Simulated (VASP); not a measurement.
An input for Quantum ESPRESSO's pw.x (written as the equivalent of a VASP run, and not itself run):

```
&CONTROL
  calculation = 'vc-relax'
  pseudo_dir = './pseudo'
  outdir = './out'
  tprnfor = .true.
  tstress = .true.
  nstep = 40
  forc_conv_thr = 0.00078
/
&SYSTEM
  ibrav = 0
  nat = 2
  ntyp = 2
  ecutwfc = 70
  occupations = 'smearing'
  smearing = 'gaussian'
  degauss = 0.003675
  input_dft = 'pbesol'
/
&ELECTRONS
  conv_thr = 7.3e-08
  electron_maxstep = 100
/
&IONS
/
&CELL
  press = 300
/
ATOMIC_SPECIES
  Cs 132.905 Cs.upf
  I 126.904 I.upf
CELL_PARAMETERS angstrom
     3.7493829   -0.0000000   -0.0000000
     0.0000000    3.7493829   -0.0000000
     0.0000000   -0.0000000    3.7493829
ATOMIC_POSITIONS crystal
  Cs   0.0000000  0.0000000  0.0000000
  I    0.5000000  0.5000000  0.5000000
K_POINTS automatic
  7 7 7 0 0 0
```

Q: Write the VASP files for the same calculation (PBEsol).

A: This is not unique; one that fits is 
### KPOINTS
```
Automatic mesh
0
Gamma
7 7 7
0 0 0
```

**INCAR**
```
ALGO = Normal
EDIFF = 1E-6
EDIFFG = -0.02
ENCUT = 500
GGA = PS
IBRION = 2
ISIF = 3
ISMEAR = 0
LASPH = .True.
LCHARG = .False.
LMAXMIX = 4
LREAL = .False.
LWAVE = .False.
NELM = 100
NSW = 40
PREC = Accurate
PSTRESS = 300
SIGMA = 0.05
SYSTEM = CsI
```

File POSCAR:
```
CsI
1
    3.7493829026    -0.0000000000    -0.0000000000
    0.0000000000     3.7493829026    -0.0000000000
    0.0000000000    -0.0000000000     3.7493829026
Cs I
1 1
Direct
  0.0000000000   0.0000000000   0.0000000000
  0.5000000000   0.5000000000   0.5000000000
```

POTCAR, in this order: Cs_sv I (PBE.64 set). Program: vasp_std.

What does not carry over: the potentials are each code's own (VASP's PAW set, PseudoDojo norm-conserving files in pw.x), so ENCUT and ecutwfc are chosen apart and not converted; conv_thr bounds pw.x's estimated SCF error, while EDIFF bounds the energy change between steps; forc_conv_thr acts on force components and is met together with etot_conv_thr.

The compound is CsI in the CsCl type structure. It was relaxed first under an external pressure of 30 GPa.
